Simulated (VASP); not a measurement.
Input:

```
CELL_PARAMETERS angstrom
      6.04446     0.00000     0.00000
      0.00000     6.04446     0.00000
      0.00000     0.00000     3.81090
ATOMIC_POSITIONS crystal
  Ge 0.00000 0.00000 0.00000
  Ge 0.50000 0.50000 0.50000
  Se 0.30167 0.30167 0.00000
  Se 0.80167 0.19833 0.50000
  Se 0.19833 0.80167 0.50000
  Se 0.69833 0.69833 0.00000
```

Calculation: PBEsol GGA, VASP's PBE PAW potentials (set 64) (plane waves; VASP). Settings: 400 eV cut-off, Gaussian smearing of 0.050 eV, potentials Ge_d Se.

### Question
Estimate the band gap (along the path) with the smallest direct gap where there is one.

### Answer

| Quantity | Result |
|---|---|
| band gap (along the path) | none (metal, semimetal or under 0.01 eV) |

The absolute energy has meaning only against runs of the same code, potentials and settings.

The structure was generated: GeSe2 was put into the rutile type (P4_2/mnm), which need not be its known phase. It was relaxed first, which changed the volume by +9 %.
